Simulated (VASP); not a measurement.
# BN (Qingsongite): cell size against the level of theory, part 2 of 3

Which functional gives the lattice of BN (Qingsongite) as experiment finds it, and is a dearer one worth its cost? LASPH is on for some levels and off for others; the table marks which. The start is a cell from a database of measured crystal structures.

VASP 6.6.1, plane waves and PAW; the level of theory is named at each step.

So far. Step 2 (Relaxation with LDA): It ends with forces that vanish by symmetry and a pressure of -0.05 GPa. The volume lies -2.5 % from that of the database's start, which holds the thermal and zero-point expansion of its experiment. The conventional cell has a = 3.585 Å. Step 3 (Relaxation with PBE): It ends at 5.955 Å³/atom, +0.8 % from the start, with 0.01 GPa left. The conventional cell has a = 3.625 Å.

## Step 4: Relaxation with r2SCAN

This step: r2SCAN; plane waves and PAW (B, N) (VASP 6.6.1).

r2SCAN adds the kinetic-energy density, costs more than a GGA and is run with LASPH.

INCAR

```
SYSTEM = BN
PREC = Accurate
ENCUT = 560
EDIFF = 1E-06
NELM = 100
ISMEAR = -1
SIGMA = 0.05
LREAL = .FALSE.
ALGO = Normal
METAGGA = R2SCAN
LASPH = .TRUE.
NBANDS = 10
LORBIT = 11
LWAVE = .FALSE.
LCHARG = .FALSE.
KPAR = 2
IBRION = 2
NSW = 60
ISIF = 3
EDIFFG = -0.01
```

POSCAR

```
BN
1.0
    0.0000000000      1.8075000000      1.8075000000
    1.8075000000      0.0000000000      1.8075000000
    1.8075000000      1.8075000000      0.0000000000
B N
1 1
Direct
    0.0000000000      0.0000000000      0.0000000000
    0.2500000000      0.2500000000      0.2500000000
```

KPOINTS

```
Automatic mesh
0
Gamma
11 11 11
0 0 0
```

Potentials, in the order of the species: B and N (PBE family, release 64).

The run is started by

```
mpirun -np 2 vasp_std
```

The program printed:

```text
[banner, memory and clock lines left out]
running    2 mpi-ranks, on    1 nodes
[...]
[... a notice as in an earlier step ...]

 LDA part: xc-table for (None), standard interpolation
 POSCAR, INCAR and KPOINTS ok, starting setup
[...]
entering main loop
       N       E                     dE             d eps       ncg     rms          rms(c)
DAV:   1     0.899087464322E+01    0.89909E+01   -0.54230E+03  1144   0.866E+02
DAV:   2    -0.218254168163E+02   -0.30816E+02   -0.29619E+02  1368   0.188E+02
DAV:   3    -0.224169068655E+02   -0.59149E+00   -0.59031E+00  1334   0.228E+01
DAV:   4    -0.224178311856E+02   -0.92432E-03   -0.92426E-03  1228   0.905E-01
[...]
DAV:  10    -0.191733880054E+02   -0.55796E-05   -0.42669E-04  1224   0.181E-01    0.309E-02
DAV:  11    -0.191733892515E+02   -0.12461E-05   -0.42290E-05  1238   0.545E-02    0.841E-03
DAV:  12    -0.191733901947E+02   -0.94327E-06   -0.11390E-06   724   0.107E-02
   1 F= -.19173390E+02 E0= -.19173390E+02  d E =-.191734E+02
[...]
N       E                     dE             d eps       ncg     rms          rms(c)
DAV:   1    -0.191734915553E+02   -0.10230E-03   -0.39453E-03  1208   0.546E-01    0.816E-02
DAV:   2    -0.191733837277E+02    0.10783E-03   -0.54527E-04  1258   0.170E-01    0.242E-02
DAV:   3    -0.191733812520E+02    0.24758E-05   -0.23927E-05  1224   0.432E-02    0.919E-03
DAV:   4    -0.191733807791E+02    0.47290E-06   -0.10989E-06  1098   0.107E-02
   2 F= -.19173381E+02 E0= -.19173381E+02  d E =0.941567E-05
 trial-energy change:    0.000009  1 .order    0.000007   -0.000119    0.000132
 step:   0.4728(harm=  0.4728)  dis= 0.00000  next Energy=   -19.173418 (dE=-0.280E-04)
[...]
N       E                     dE             d eps       ncg     rms          rms(c)
DAV:   1    -0.191734492299E+02   -0.67978E-04   -0.11225E-03  1204   0.290E-01    0.436E-02
DAV:   2    -0.191734190672E+02    0.30163E-04   -0.15360E-04  1248   0.903E-02    0.132E-02
DAV:   3    -0.191734173483E+02    0.17190E-05   -0.66836E-06  1196   0.228E-02    0.491E-03
DAV:   4    -0.191734168513E+02    0.49699E-06   -0.30022E-07   592   0.556E-03
   3 F= -.19173417E+02 E0= -.19173417E+02  d E =-.266565E-04
[...]
reached required accuracy - stopping structural energy minimisation
```

It took 38 s on 2 MPI ranks of AMD EPYC 7R43, shared host; peak memory 0.17 GiB; 73 s of CPU time.

From OUTCAR (step 4):

```text
  Total        0.0019722      0.0019722      0.0019722     -0.0000000      0.0000000     -0.0000000
  in kB        0.2679102      0.2679102      0.2679102     -0.0000000      0.0000000     -0.0000000
  external PRESSURE =       0.2679102 kB  Pullay stress =       0.0000000 kB

 POSITION                                       TOTAL-FORCE (eV/Angst)
 -----------------------------------------------------------------------------------
      0.00000      0.00000      0.00000        -0.000000     -0.000000     -0.000000
      0.90333      0.90333      0.90333         0.000000      0.000000      0.000000
 -----------------------------------------------------------------------------------
    total drift:                                0.000000      0.000000      0.000000

  FREE ENERGIE OF THE ION-ELECTRON SYSTEM (eV)
  ---------------------------------------------------
  free  energy   TOTEN  =       -19.1734168513 eV

  energy  without entropy=      -19.1734168512  energy(sigma->0) =      -19.17341685

[... 2 parts as in an earlier step ...]

[... 2 further parts left out ...]
[key lines of the parts left out:]
E-fermi :   8.1831
```

The PAW data sets were made with PBE, which is usual practice but a small mismatch for other functionals.

Little changed from the start: no atom moved by 0.005 Å and no cell edge by 0.1 %.

It ends at 5.897 Å³/atom, -0.1 % from the start, with 0.03 GPa left. The conventional cell has a = 3.613 Å.

## Step 5: Relaxation with PBE + D3(BJ)

This step: PBE with D3(BJ); plane waves and PAW (B, N) (VASP 6.6.1).

A dispersion term adds the long-range attraction that semilocal functionals lack. D3 with Becke-Johnson damping keeps a finite attraction at short range.

INCAR: that of step 4 with these lines changed.

```diff
@@ -9,4 +9,4 @@
 ALGO = Normal
-METAGGA = R2SCAN
-LASPH = .TRUE.
+GGA = PE
+IVDW = 12
 NBANDS = 10
```

POSCAR is that of step 4.

KPOINTS is that of step 4.

The run is started by

```
mpirun -np 2 vasp_std
```

The program printed:

```text
[... set-up lines as in an earlier step ...]
 entering main loop
       N       E                     dE             d eps       ncg     rms          rms(c)
[... 12 cycles as in an earlier step ...]
   1 F= -.17869577E+02 E0= -.17869577E+02  d E =-.178696E+02
[...]
N       E                     dE             d eps       ncg     rms          rms(c)
DAV:   1    -0.174484696400E+02    0.27404E-02   -0.86729E-02  1200   0.256E+00    0.394E-01
DAV:   2    -0.174457023853E+02    0.27673E-02   -0.11387E-02  1248   0.754E-01    0.111E-01
DAV:   3    -0.174455747524E+02    0.12763E-03   -0.39071E-04  1172   0.175E-01    0.438E-02
DAV:   4    -0.174455355891E+02    0.39163E-04   -0.48742E-05  1240   0.573E-02    0.124E-02
DAV:   5    -0.174455351508E+02    0.43828E-06   -0.27353E-06  1022   0.125E-02
   2 F= -.17869569E+02 E0= -.17869569E+02  d E =0.734551E-05
 trial-energy change:    0.000007  1 .order    0.000036   -0.002487    0.002558
 step:   0.5013(harm=  0.4929)  dis= 0.00000  next Energy=   -17.870204 (dE=-0.627E-03)
[...]
N       E                     dE             d eps       ncg     rms          rms(c)
DAV:   1    -0.174497468174E+02   -0.42112E-02   -0.21446E-02  1194   0.127E+00    0.197E-01
DAV:   2    -0.174490535622E+02    0.69326E-03   -0.28732E-03  1254   0.377E-01    0.548E-02
DAV:   3    -0.174490210387E+02    0.32524E-04   -0.94616E-05  1180   0.864E-02    0.218E-02
DAV:   4    -0.174490101013E+02    0.10937E-04   -0.12190E-05  1238   0.286E-02    0.611E-03
DAV:   5    -0.174490096606E+02    0.44075E-06   -0.65764E-07   612   0.617E-03
   3 F= -.17870205E+02 E0= -.17870205E+02  d E =-.628166E-03
[...]
reached required accuracy - stopping structural energy minimisation
```

Wall time 7.6 s (2 MPI ranks); peak memory 0.21 GiB; 14 s of CPU time.

OUTCAR, selected parts (step 5):

```text
 Edisp (eV)   -0.42403

 Edisp (eV)   -0.42120

  Total       0.00056     0.00056     0.00056    -0.00000     0.00000     0.00000
  in kB       0.07603     0.07603     0.07603    -0.00000     0.00000     0.00000
  external pressure =        0.08 kB  Pullay stress =        0.00 kB

 POSITION                                       TOTAL-FORCE (eV/Angst)
 -----------------------------------------------------------------------------------
      0.00000      0.00000      0.00000         0.000000      0.000000      0.000000
      0.90172      0.90172      0.90172        -0.000000     -0.000000     -0.000000
 -----------------------------------------------------------------------------------
    total drift:                                0.000000      0.000000      0.000000

  FREE ENERGIE OF THE ION-ELECTRON SYSTEM (eV)
  ---------------------------------------------------
  free  energy   TOTEN  =       -17.8702048512 eV

  energy  without entropy=      -17.8702048512  energy(sigma->0) =      -17.87020485

[... 2 parts as in an earlier step ...]

[... 2 further parts left out ...]
[key lines of the parts left out:]
E-fermi :   8.4329
```

Step by step:

| step | energy less that of the first step (eV) | largest force (eV/Å) | pressure (GPa) | volume (Å³) |
| --- | --- | --- | --- | --- |
| 1 | 0.0000 | 0.0000 | -2.51 | 11.81 |
| 2 | 0.0000 | 0.0000 | 2.62 | 11.65 |
| 3 | -0.0006 | 0.0000 | 0.01 | 11.73 |

| conventional cell, symmetrised | before | after | change |
| --- | --- | --- | --- |
| a (Å) | 3.615 | 3.607 | -0.2 % |
| b (Å) | 3.615 | 3.607 | -0.2 % |
| c (Å) | 3.615 | 3.607 | -0.2 % |
| volume (Å³/atom) | 5.91 | 5.87 | -0.7 % |

The relaxed structure:

```
B N
1.0
     0.00000    1.80345    1.80345
     1.80345    0.00000    1.80345
     1.80345    1.80345    0.00000
B N
1 1
Direct
  0.00000 0.00000 0.00000
  0.25000 0.25000 0.25000
```

It ends at 5.866 Å³/atom, -0.7 % from the start, with 0.01 GPa left. The conventional cell has a = 3.607 Å. Against plain PBE, the dispersion term moves a by -0.5 %.

## Step 6: Relaxation with r2SCAN + rVV10

This step: r2SCAN with rVV10; plane waves and PAW (B, N) (VASP 6.6.1).

LUSE_VDW switches on a nonlocal correlation term for dispersion.

INCAR: that of step 5 with these lines changed.

```diff
@@ -9,4 +9,8 @@
 ALGO = Normal
-GGA = PE
-IVDW = 12
+METAGGA = R2SCAN
+LUSE_VDW = .TRUE.
+IVDW_NL = 2
+BPARAM = 11.95
+CPARAM = 0.0093
+LASPH = .TRUE.
 NBANDS = 10
```

POSCAR is that of step 5.

KPOINTS is that of step 5.

The run is started by

```
mpirun -np 2 vasp_std
```

The program printed:

```text
[banner, memory and clock lines left out]
running    2 mpi-ranks, on    1 nodes
[...]
|                                                                             |
|               ----> ADVICE to this user running VASP <----                  |
|                                                                             |
|     You have switched on vdW-DFT.                                           |
|     This routine was written and supplied by Jiri Klimes. We recommend      |
|     that you carefully read and cite the following publications:            |
|       J. Klimes, D.R. Bowler, A. Michelides                                 |
|          J. Phys.: Cond Matt. 22 022201 (2010)                              |
|       J. Klimes, D.R. Bowler, A. Michelides                                 |
|          Phys. Rev. B. 83, 195131 (2011)                                    |
|     and references therein.                                                 |
|                                                                             |

[...]
DAV:   1    -0.190742798405E+02   -0.46846E-03   -0.78234E-03  1204   0.768E-01    0.115E-01
Total rVV10 correction in eV:      0.0989792     8.1610038
Total rVV10 correction in eV:      0.0989792     8.1610038
DAV:   2    -0.190740677906E+02    0.21205E-03   -0.10818E-03  1236   0.240E-01    0.343E-02
Total rVV10 correction in eV:      0.0990314     8.1610038
Total rVV10 correction in eV:      0.0990314     8.1610038
DAV:   3    -0.190740585765E+02    0.92141E-05   -0.46983E-05  1222   0.604E-02    0.129E-02
Total rVV10 correction in eV:      0.0990606     8.1610038
Total rVV10 correction in eV:      0.0990606     8.1610038
DAV:   4    -0.190740560357E+02    0.25409E-05   -0.21594E-06  1180   0.149E-02    0.245E-03
Total rVV10 correction in eV:      0.0990671     8.1610038
Total rVV10 correction in eV:      0.0990671     8.1610038
DAV:   5    -0.190740558353E+02    0.20032E-06   -0.11571E-07   580   0.292E-03
Total rVV10 correction in eV:      0.0990666     8.1610038
Total rVV10 correction in eV:      0.0990666     8.1610038
Total rVV10 correction in eV:      0.0990669     8.1610038
Total rVV10 correction in eV:      0.0990669     8.1610038
   3 F= -.19074056E+02 E0= -.19074056E+02  d E =-.193177E-03
[...]
reached required accuracy - stopping structural energy minimisation
```

It took 48 s on 2 MPI ranks; peak memory 0.28 GiB; 94 s of CPU time.

From OUTCAR (step 6):

```text
  Total        0.0004718      0.0004718      0.0004718      0.0000000     -0.0000000      0.0000000
  in kB        0.0642365      0.0642365      0.0642365      0.0000000     -0.0000000      0.0000000
  external PRESSURE =       0.0642365 kB  Pullay stress =       0.0000000 kB

 POSITION                                       TOTAL-FORCE (eV/Angst)
 -----------------------------------------------------------------------------------
      0.00000      0.00000      0.00000        -0.000000     -0.000000     -0.000000
      0.90265      0.90265      0.90265         0.000000      0.000000      0.000000
 -----------------------------------------------------------------------------------
    total drift:                                0.000000      0.000000      0.000000

  FREE ENERGIE OF THE ION-ELECTRON SYSTEM (eV)
  ---------------------------------------------------
  free  energy   TOTEN  =       -19.0740558353 eV

  energy  without entropy=      -19.0740558353  energy(sigma->0) =      -19.07405584

[... 2 parts as in an earlier step ...]

[... 2 further parts left out ...]
[key lines of the parts left out:]
E-fermi :   8.2008
```

It ends at 5.884 Å³/atom, -0.4 % from the start, with 0.01 GPa left. The conventional cell has a = 3.611 Å. Against plain r2SCAN, the dispersion term moves a by -0.1 %.

## Step 7: Relaxation with AM05

This step: AM05; plane waves and PAW (B, N) (VASP 6.6.1).

AM05 is built from the electron gas and the surface model, and does well on lattice constants.

INCAR: that of step 6 with these lines changed.

```diff
@@ -9,8 +9,3 @@
 ALGO = Normal
-METAGGA = R2SCAN
-LUSE_VDW = .TRUE.
-IVDW_NL = 2
-BPARAM = 11.95
-CPARAM = 0.0093
-LASPH = .TRUE.
+GGA = AM
 NBANDS = 10
```

POSCAR is that of step 6.

KPOINTS is that of step 6.

The run is started by

```
mpirun -np 2 vasp_std
```

The program printed:

```text
[banner, memory and clock lines left out]
running    2 mpi-ranks, on    1 nodes
[...]
[... a notice as in an earlier step ...]

 LDA part: xc-table for (Slater+PW92), standard interpolation
 POSCAR, INCAR and KPOINTS ok, starting setup
[...]
entering main loop
       N       E                     dE             d eps       ncg     rms          rms(c)
DAV:   1     0.113455345796E+02    0.11346E+02   -0.52733E+03  1144   0.844E+02
DAV:   2    -0.184089571549E+02   -0.29754E+02   -0.28585E+02  1366   0.181E+02
DAV:   3    -0.189791489649E+02   -0.57019E+00   -0.56895E+00  1332   0.219E+01
DAV:   4    -0.189799905237E+02   -0.84156E-03   -0.84150E-03  1234   0.839E-01
[...]
DAV:  10    -0.180865525029E+02   -0.73757E-04   -0.10447E-04  1206   0.959E-02    0.146E-02
DAV:  11    -0.180865573153E+02   -0.48124E-05   -0.91945E-06  1330   0.260E-02    0.980E-03
DAV:  12    -0.180865572510E+02    0.64287E-07   -0.18222E-06   704   0.102E-02
   1 F= -.18086557E+02 E0= -.18086557E+02  d E =-.180866E+02
[...]
DAV:   2    -0.180867680866E+02    0.42656E-02   -0.17311E-02  1252   0.930E-01    0.136E-01
DAV:   3    -0.180865633014E+02    0.20479E-03   -0.60486E-04  1170   0.218E-01    0.526E-02
DAV:   4    -0.180865036528E+02    0.59649E-04   -0.76535E-05  1240   0.697E-02    0.165E-02
DAV:   5    -0.180865026617E+02    0.99113E-06   -0.40728E-06  1208   0.159E-02
   2 F= -.18086503E+02 E0= -.18086503E+02  d E =0.545894E-04
 trial-energy change:    0.000055  1 .order    0.000093   -0.003778    0.003963
 step:   0.4954(harm=  0.4880)  dis= 0.00000  next Energy=   -18.087498 (dE=-0.941E-03)
[...]
N       E                     dE             d eps       ncg     rms          rms(c)
DAV:   1    -0.180886602015E+02   -0.21565E-02   -0.33463E-02  1200   0.158E+00    0.247E-01
DAV:   2    -0.180875683254E+02    0.10919E-02   -0.44878E-03  1248   0.471E-01    0.681E-02
DAV:   3    -0.180875158367E+02    0.52489E-04   -0.14926E-04  1176   0.109E-01    0.264E-02
DAV:   4    -0.180874996428E+02    0.16194E-04   -0.19617E-05  1234   0.351E-02    0.820E-03
DAV:   5    -0.180874991080E+02    0.53485E-06   -0.98659E-07   640   0.792E-03
   3 F= -.18087499E+02 E0= -.18087499E+02  d E =-.941857E-03
[...]
reached required accuracy - stopping structural energy minimisation
```

Run time: 11 s. Hardware: 2 MPI ranks; peak memory 0.19 GiB; 21 s of CPU time.

Parts of OUTCAR (step 7):

```text
  Total       -0.0000429     -0.0000429     -0.0000429      0.0000000      0.0000000     -0.0000000
  in kB       -0.0058652     -0.0058652     -0.0058652      0.0000000      0.0000000     -0.0000000
  external PRESSURE =      -0.0058652 kB  Pullay stress =       0.0000000 kB

 POSITION                                       TOTAL-FORCE (eV/Angst)
 -----------------------------------------------------------------------------------
      0.00000      0.00000      0.00000        -0.000000     -0.000000     -0.000000
      0.90128      0.90128      0.90128         0.000000      0.000000      0.000000
 -----------------------------------------------------------------------------------
    total drift:                                0.000000      0.000000      0.000000

  FREE ENERGIE OF THE ION-ELECTRON SYSTEM (eV)
  ---------------------------------------------------
  free  energy   TOTEN  =       -18.0874991080 eV

  energy  without entropy=      -18.0874991079  energy(sigma->0) =      -18.08749911

[... 2 parts as in an earlier step ...]

[... 2 further parts left out ...]
[key lines of the parts left out:]
E-fermi :   8.3956
```

It ends at 5.857 Å³/atom, -0.8 % from the start, with 0.00 GPa left. The conventional cell has a = 3.605 Å.

## Step 8: Relaxation with PBE + D4

This step: PBE with D4; plane waves and PAW (B, N) (VASP 6.6.1).

D4 lets the coefficients depend on atomic charges too.

INCAR: that of step 7 with these lines changed.

```diff
@@ -9,3 +9,4 @@
 ALGO = Normal
-GGA = AM
+GGA = PE
+IVDW = 13
 NBANDS = 10
```

POSCAR is that of step 7.

KPOINTS is that of step 7.

The run is started by

```
mpirun -np 2 vasp_std
```

The program printed:

```text
[... set-up lines as in an earlier step ...]
 entering main loop
       N       E                     dE             d eps       ncg     rms          rms(c)
[... 12 cycles as in an earlier step ...]
   1 F= -.17927755E+02 E0= -.17927755E+02  d E =-.179278E+02
[...]
N       E                     dE             d eps       ncg     rms          rms(c)
DAV:   1    -0.174485335607E+02    0.26764E-02   -0.82173E-02  1200   0.249E+00    0.384E-01
DAV:   2    -0.174459112948E+02    0.26223E-02   -0.10796E-02  1248   0.734E-01    0.108E-01
DAV:   3    -0.174457904944E+02    0.12080E-03   -0.36987E-04  1172   0.170E-01    0.426E-02
DAV:   4    -0.174457534135E+02    0.37081E-04   -0.46204E-05  1240   0.558E-02    0.120E-02
DAV:   5    -0.174457530091E+02    0.40441E-06   -0.25834E-06   974   0.122E-02
   2 F= -.17927727E+02 E0= -.17927727E+02  d E =0.274983E-04
 trial-energy change:    0.000027  1 .order    0.000054   -0.002356    0.002465
 step:   0.4971(harm=  0.4887)  dis= 0.00000  next Energy=   -17.928344 (dE=-0.589E-03)
[...]
N       E                     dE             d eps       ncg     rms          rms(c)
DAV:   1    -0.174498186583E+02   -0.40652E-02   -0.20672E-02  1194   0.124E+00    0.193E-01
DAV:   2    -0.174491503980E+02    0.66826E-03   -0.27703E-03  1254   0.370E-01    0.538E-02
DAV:   3    -0.174491190535E+02    0.31344E-04   -0.91148E-05  1180   0.848E-02    0.214E-02
DAV:   4    -0.174491084976E+02    0.10556E-04   -0.11752E-05  1238   0.280E-02    0.599E-03
DAV:   5    -0.174491080688E+02    0.42873E-06   -0.63410E-07   606   0.606E-03
   3 F= -.17928347E+02 E0= -.17928347E+02  d E =-.592309E-03
[...]
reached required accuracy - stopping structural energy minimisation
```

Elapsed: 14 s, on 2 MPI ranks; peak memory 0.18 GiB.

Parts of OUTCAR (step 8):

```text
  Edisp (eV):   -0.47924

  Total       0.00045     0.00045     0.00045     0.00000     0.00000     0.00000
  in kB       0.06144     0.06144     0.06144     0.00000     0.00000     0.00000
  external pressure =        0.06 kB  Pullay stress =        0.00 kB

 POSITION                                       TOTAL-FORCE (eV/Angst)
 -----------------------------------------------------------------------------------
      0.00000     -0.00000      0.00000         0.000000     -0.000000      0.000000
      0.90179      0.90179      0.90179        -0.000000      0.000000     -0.000000
 -----------------------------------------------------------------------------------
    total drift:                                0.000000      0.000000      0.000000

  FREE ENERGIE OF THE ION-ELECTRON SYSTEM (eV)
  ---------------------------------------------------
  free  energy   TOTEN  =       -17.9283471032 eV

  energy  without entropy=      -17.9283471032  energy(sigma->0) =      -17.92834710

[... 2 parts as in an earlier step ...]

[... 2 further parts left out ...]
[key lines of the parts left out:]
E-fermi :   8.4303
```

It ends at 5.867 Å³/atom, -0.6 % from the start, with 0.01 GPa left. The conventional cell has a = 3.607 Å. Against plain PBE, the dispersion term moves a by -0.5 %.

(Continued in part 3 of 3.)

[Lines on the potential files, build, host, timing and source positions are cut from VASP's logs without a mark.]

[Logs are printed without paths, hosts, clocks, repeated set-up lines and the standing remarks that a program may print on its own settings, such as how far it seeks lower states.]

[Hosts, paths, dates, database ids (printed as entryN), source tags and the programs' standing remarks are cut or masked in the printed files.]

[A measured line is paired with the nearest computed mode of its activity, which favours agreement.]
